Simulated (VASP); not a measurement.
All values below come from vdW-DF2, VASP's PBE PAW potentials (set 64) (plane waves; VASP 6.6.1).

A VASP calculation is set up with these files.

**INCAR**
```
AGGAC  =  0.0
ALGO  =  Normal
EDIFF  =  1E-6
EDIFFG  =  -0.02
ENCUT  =  520
GGA  =  ML
IBRION  =  2
ISIF  =  3
ISMEAR  =  1
LASPH  =  .TRUE.
LCHARG  =  .FALSE.
LMAXMIX  =  4
LREAL  =  .FALSE.
LUSE_VDW  =  .TRUE.
LWAVE  =  .FALSE.
NELM  =  100
NSW  =  60
PREC  =  Accurate
SIGMA  =  0.1
SYSTEM  =  MoSi2
ZAB_VDW  =  -1.8867
```

POSCAR:
```
MoSi2
1
   -1.5973096137     1.5973096137     3.9072384890
    1.5973096137    -1.5973096137     3.9072384890
    1.5973096137     1.5973096137    -3.9072384890
Si Mo
2 1
Direct
  0.6648078099   0.6648078099   0.0000000000
  0.3351921901   0.3351921901   0.0000000000
  0.0000000000   0.0000000000   0.0000000000
```

### KPOINTS
```
K-points
0
G
  12 12 12
```

POTCAR, in this order: Si Mo_sv (PBE.64 set). Program: vasp_std.

The run wrote:

File OSZICAR:
```
...
DAV:   7    -0.141621412801E+02    0.92564E-01   -0.11802E+00  5522   0.712E+00    0.422E+00
DAV:   8    -0.141590969653E+02    0.30443E-02   -0.99687E-02  5884   0.282E+00    0.513E-01
DAV:   9    -0.141616481960E+02   -0.25512E-02   -0.44808E-03  6038   0.601E-01    0.260E-01
DAV:  10    -0.141621918711E+02   -0.54368E-03   -0.14073E-03  5870   0.307E-01    0.386E-02
DAV:  11    -0.141622719896E+02   -0.80119E-04   -0.33112E-04  5807   0.153E-01    0.387E-02
DAV:  12    -0.141622728202E+02   -0.83058E-06   -0.68675E-05  5814   0.580E-02    0.747E-03
DAV:  13    -0.141622748634E+02   -0.20432E-05   -0.77514E-06  5394   0.231E-02    0.443E-03
DAV:  14    -0.141622750058E+02   -0.14243E-06   -0.25889E-07  3201   0.412E-03
   1 F= -.14162275E+02 E0= -.14162089E+02  d E =-.141623E+02
       N       E                     dE             d eps       ncg     rms          rms(c)
DAV:   1    -0.257893348882E+02   -0.11627E+02   -0.22721E+02  5296   0.163E+02    0.353E+01
DAV:   2    -0.217084689673E+02    0.40809E+01   -0.24615E+02  6017   0.994E+01    0.171E+01
DAV:   3    -0.142561899378E+02    0.74523E+01   -0.32820E+01  5328   0.302E+01    0.126E+01
DAV:   4    -0.141106698833E+02    0.14552E+00   -0.14549E+00  6344   0.637E+00    0.973E+00
DAV:   5    -0.141909964342E+02   -0.80327E-01   -0.32929E-01  5633   0.525E+00    0.201E+00
DAV:   6    -0.140776143951E+02    0.11338E+00   -0.60147E-01  5532   0.437E+00    0.907E-01
DAV:   7    -0.140790590979E+02   -0.14447E-02   -0.11656E-02  5765   0.738E-01    0.586E-01
DAV:   8    -0.140792713723E+02   -0.21227E-03   -0.20824E-03  6423   0.298E-01    0.226E-01
DAV:   9    -0.140792690638E+02    0.23085E-05   -0.13515E-03  5486   0.232E-01    0.566E-02
DAV:  10    -0.140792296311E+02    0.39433E-04   -0.19540E-04  5510   0.883E-02    0.265E-02
DAV:  11    -0.140792304223E+02   -0.79123E-06   -0.16716E-05  6484   0.235E-02    0.114E-02
DAV:  12    -0.140792309666E+02   -0.54431E-06   -0.13005E-06  2725   0.745E-03
   2 F= -.14079231E+02 E0= -.14079041E+02  d E =0.830440E-01
       N       E                     dE             d eps       ncg     rms          rms(c)
DAV:   1    -0.172615485499E+02   -0.31823E+01   -0.66849E+01  5429   0.866E+01    0.196E+01
DAV:   2    -0.147665416434E+02    0.24950E+01   -0.22498E+01  5279   0.359E+01    0.585E+00
DAV:   3    -0.143745016351E+02    0.39204E+00   -0.23020E+00  5179   0.876E+00    0.209E+00
DAV:   4    -0.143212833912E+02    0.53218E-01   -0.24203E-01  5597   0.494E+00    0.170E+00
DAV:   5    -0.143200640876E+02    0.12193E-02   -0.18645E-02  5982   0.103E+00    0.735E-01
DAV:   6    -0.143208529395E+02   -0.78885E-03   -0.19459E-03  5884   0.281E-01    0.834E-02
DAV:   7    -0.143208236056E+02    0.29334E-04   -0.45071E-04  5710   0.144E-01    0.200E-02
DAV:   8    -0.143208143683E+02    0.92373E-05   -0.39226E-05  5680   0.479E-02    0.816E-03
DAV:   9    -0.143208142478E+02    0.12050E-06   -0.40799E-06  5800   0.174E-02
   3 F= -.14320814E+02 E0= -.14320630E+02  d E =-.158539E+00
       N       E                     dE             d eps       ncg     rms          rms(c)
DAV:   1    -0.143216932929E+02   -0.87892E-03   -0.17360E-02  5443   0.143E+00    0.287E-01
DAV:   2    -0.143210841202E+02    0.60917E-03   -0.81173E-03  5361   0.652E-01    0.919E-02
DAV:   3    -0.143209070749E+02    0.17705E-03   -0.10044E-03  5343   0.182E-01    0.257E-02
DAV:   4    -0.143208974079E+02    0.96670E-05   -0.59055E-05  5520   0.726E-02    0.150E-02
DAV:   5    -0.143208996430E+02   -0.22351E-05   -0.33242E-06  5249   0.171E-02    0.934E-03
DAV:   6    -0.143209007701E+02   -0.11271E-05   -0.11091E-06  2592   0.747E-03    0.122E-03
DAV:   7    -0.143209008814E+02   -0.11127E-06   -0.14995E-07  2522   0.312E-03
   4 F= -.14320901E+02 E0= -.14320717E+02  d E =-.158626E+00
       N       E                     dE             d eps       ncg     rms          rms(c)
DAV:   1    -0.143215547546E+02   -0.65398E-03   -0.15167E-02  5436   0.134E+00    0.268E-01
DAV:   2    -0.143210214683E+02    0.53329E-03   -0.70669E-03  5346   0.609E-01    0.862E-02
DAV:   3    -0.143208680836E+02    0.15338E-03   -0.86933E-04  5335   0.169E-01    0.242E-02
DAV:   4    -0.143208597063E+02    0.83773E-05   -0.51477E-05  5534   0.678E-02    0.143E-02
DAV:   5    -0.143208617565E+02   -0.20503E-05   -0.28933E-06  5071   0.160E-02    0.880E-03
DAV:   6    -0.143208627993E+02   -0.10428E-05   -0.97508E-07  2571   0.710E-03    0.116E-03
DAV:   7    -0.143208628995E+02   -0.10017E-06   -0.13654E-07  2494   0.297E-03
   5 F= -.14320863E+02 E0= -.14320679E+02  d E =-.158588E+00
       N       E                     dE             d eps       ncg     rms          rms(c)
DAV:   1    -0.143280868701E+02   -0.72241E-02   -0.22052E-01  5149   0.457E+00    0.436E-01
DAV:   2    -0.143242884040E+02    0.37985E-02   -0.91120E-03  6220   0.806E-01    0.205E-01
DAV:   3    -0.143233252272E+02    0.96318E-03   -0.25455E-03  6106   0.375E-01    0.681E-02
DAV:   4    -0.143232363807E+02    0.88846E-04   -0.49806E-04  5954   0.167E-01    0.407E-02
DAV:   5    -0.143232309887E+02    0.53921E-05   -0.23583E-05  5744   0.364E-02    0.133E-02
DAV:   6    -0.143232308230E+02    0.16570E-06   -0.34834E-06  5604   0.129E-02
   6 F= -.14323231E+02 E0= -.14323030E+02  d E =-.236792E-02
       N       E                     dE             d eps       ncg     rms          rms(c)
DAV:   1    -0.143233609596E+02   -0.12997E-03   -0.41858E-03  5163   0.629E-01    0.597E-02
DAV:   2    -0.143232899008E+02    0.71059E-04   -0.16557E-04  6213   0.108E-01    0.282E-02
DAV:   3    -0.143232711732E+02    0.18728E-04   -0.48914E-05  6183   0.528E-02    0.881E-03
DAV:   4    -0.143232697494E+02    0.14237E-05   -0.85202E-06  5947   0.216E-02    0.567E-03
DAV:   5    -0.143232694258E+02    0.32363E-06   -0.40655E-07  2599   0.497E-03
   7 F= -.14323269E+02 E0= -.14323073E+02  d E =-.240653E-02
       N       E                     dE             d eps       ncg     rms          rms(c)
DAV:   1    -0.143267563334E+02   -0.34866E-02   -0.79373E-02  5751   0.287E+00    0.499E-01
DAV:   2    -0.143243712740E+02    0.23851E-02   -0.31916E-02  5562   0.127E+00    0.188E-01
DAV:   3    -0.143236506605E+02    0.72061E-03   -0.37801E-03  5403   0.360E-01    0.562E-02
DAV:   4    -0.143235891486E+02    0.61512E-04   -0.31556E-04  5919   0.156E-01    0.239E-02
DAV:   5    -0.143235892052E+02   -0.56628E-07   -0.13030E-05  6003   0.268E-02    0.174E-02
DAV:   6    -0.143235871426E+02    0.20626E-05   -0.23254E-06  4257   0.941E-03    0.209E-03
DAV:   7    -0.143235871279E+02    0.14657E-07   -0.30841E-07  2578   0.351E-03
   8 F= -.14323587E+02 E0= -.14323404E+02  d E =-.317702E-03
       N       E                     dE             d eps       ncg     rms          rms(c)
DAV:   1    -0.143236151672E+02   -0.28025E-04   -0.62550E-04  5751   0.255E-01    0.445E-02
DAV:   2    -0.143235954976E+02    0.19670E-04   -0.24806E-04  5562   0.112E-01    0.167E-02
DAV:   3    -0.143235904149E+02    0.50828E-05   -0.29377E-05  5418   0.317E-02    0.503E-03
DAV:   4    -0.143235901211E+02    0.29382E-06   -0.23599E-06  3520   0.139E-02
   9 F= -.14323590E+02 E0= -.14323406E+02  d E =-.320695E-03
       N       E                     dE             d eps       ncg     rms          rms(c)
DAV:   1    -0.143242303570E+02   -0.63994E-03   -0.18024E-02  5646   0.137E+00    0.247E-01
DAV:   2    -0.143237552667E+02    0.47509E-03   -0.49479E-03  5499   0.528E-01    0.693E-02
DAV:   3    -0.143236390716E+02    0.11620E-03   -0.61443E-04  5484   0.143E-01    0.269E-02
DAV:   4    -0.143236257656E+02    0.13306E-04   -0.69043E-05  6052   0.767E-02    0.135E-02
DAV:   5    -0.143236278465E+02   -0.20808E-05   -0.34749E-06  5632   0.152E-02    0.756E-03
DAV:   6    -0.143236287458E+02   -0.89932E-06   -0.90695E-07  2557   0.558E-03
  10 F= -.14323629E+02 E0= -.14323450E+02  d E =-.386247E-04
```

**OUTCAR**
```
------------------------ aborting loop because EDIFF is reached ----------------------------------------
  FORCE on cell =-STRESS in cart. coord.  units (eV):
  Direction    XX          YY          ZZ          XY          YZ          ZX
  --------------------------------------------------------------------------------------
  Total        0.0316205      0.0316205      0.0062115      0.0000000     -0.0000000      0.0000000
  in kB        1.1698747      1.1698747      0.2298101      0.0000000     -0.0000000      0.0000000
  external PRESSURE =       0.8565199 kB  Pullay stress =       0.0000000 kB
  volume of cell :       43.31
      direct lattice vectors                 reciprocal lattice vectors
    -1.644387060  1.644387060  4.003790738     0.000000000  0.304064665  0.124881652
     1.644387060 -1.644387060  4.003790738     0.304064665  0.000000000  0.124881652
     1.644387060  1.644387060 -4.003790738     0.304064665  0.304064665  0.000000000
 POSITION                                       TOTAL-FORCE (eV/Angst)
 -----------------------------------------------------------------------------------
      0.00000      0.00000      5.31380        -0.000000     -0.000000      0.007708
      0.00000      0.00000      2.69378         0.000000      0.000000     -0.007708
      1.64439      1.64439     -4.00379        -0.000000     -0.000000      0.000000
 -----------------------------------------------------------------------------------
    total drift:                                0.000000      0.000000      0.000000
  FREE ENERGIE OF THE ION-ELECTRON SYSTEM (eV)
  ---------------------------------------------------
  free  energy   TOTEN  =       -14.3236287458 eV

  energy  without entropy=      -14.3230934331  energy(sigma->0) =      -14.32345031

 reached required accuracy - stopping structural energy minimisation
```
(Selected blocks of OUTCAR.)

CONTCAR:
```
MoSi2
   1.00000000000000
    -1.6443870602467063    1.6443870602467063    4.0037907383165399
     1.6443870602467063   -1.6443870602467063    4.0037907383165399
     1.6443870602467063    1.6443870602467063   -4.0037907383165399
  Si              Mo
     2     1
Direct
     0.6635958265639558    0.6635958265639558    0.0000000000000000
     0.3364041734360444    0.3364041734360444    0.0000000000000000
     0.0000000000000000    0.0000000000000000    1.0000000000000000
```

Energy and stress use the plane-wave basis of the starting cell.

The compound is MoSi2 in the MoSi2 type structure. This run relaxes it. Symmetry was kept, so distortions that lower it aren't found. The start is the result of an earlier pass.
